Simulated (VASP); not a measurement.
OSZICAR of a VASP run on MoRu (space group P4/mmm):

### OSZICAR
```
       N       E                     dE             d eps       ncg     rms          rms(c)
DAV:   1     0.198818828384E+03    0.19882E+03   -0.13112E+04  4004   0.111E+03
DAV:   2    -0.190954406899E+02   -0.21791E+03   -0.21384E+03  4088   0.400E+02
DAV:   3    -0.240226029664E+02   -0.49272E+01   -0.47732E+01  4336   0.604E+01
DAV:   4    -0.240867145494E+02   -0.64112E-01   -0.63605E-01  4282   0.550E+00
DAV:   5    -0.240880150928E+02   -0.13005E-02   -0.13003E-02  4366   0.660E-01    0.219E+01
DAV:   6    -0.228994298180E+02    0.11886E+01   -0.28113E+00  4040   0.161E+01    0.606E+00
DAV:   7    -0.228012998334E+02    0.98130E-01   -0.86475E-01  4030   0.734E+00    0.215E+00
DAV:   8    -0.227455031940E+02    0.55797E-01   -0.34108E-01  4200   0.400E+00    0.944E-01
DAV:   9    -0.227358878205E+02    0.96154E-02   -0.17376E-02  4110   0.129E+00    0.142E-01
DAV:  10    -0.227358439852E+02    0.43835E-04   -0.36297E-04  4554   0.207E-01    0.586E-02
DAV:  11    -0.227358562011E+02   -0.12216E-04   -0.25698E-05  4598   0.431E-02    0.161E-02
DAV:  12    -0.227358572915E+02   -0.10905E-05   -0.15041E-06  2474   0.903E-03    0.382E-03
DAV:  13    -0.227358573105E+02   -0.18971E-07   -0.21462E-07  1956   0.415E-03
   1 F= -.22735857E+02 E0= -.22674098E+02  d E =-.123518E+00
```

Task: Which electronic solver shows in the log?

Result: It is blocked Davidson (ALGO = Normal, or the opening steps of other solvers). The INCAR had ALGO = Normal.

Task: Can the final energy be trusted as converged?

Result: The calculation finished and met its thresholds. It stopped with EDIFF = 1E-6, NELM = 100 (LDA (Ceperley-Alder, Perdew-Zunger), plane waves, VASP's LDA PAW potentials (set 64)).

The structure was generated: MoRu was put into an ordered model structure, which need not be its known phase. The cell was not relaxed at this level. The run is one of a series of settings (GGA removed, POTCAR Mo_sv Ru_pv (LDA.64 set) against the base run), some of them coarse on purpose.
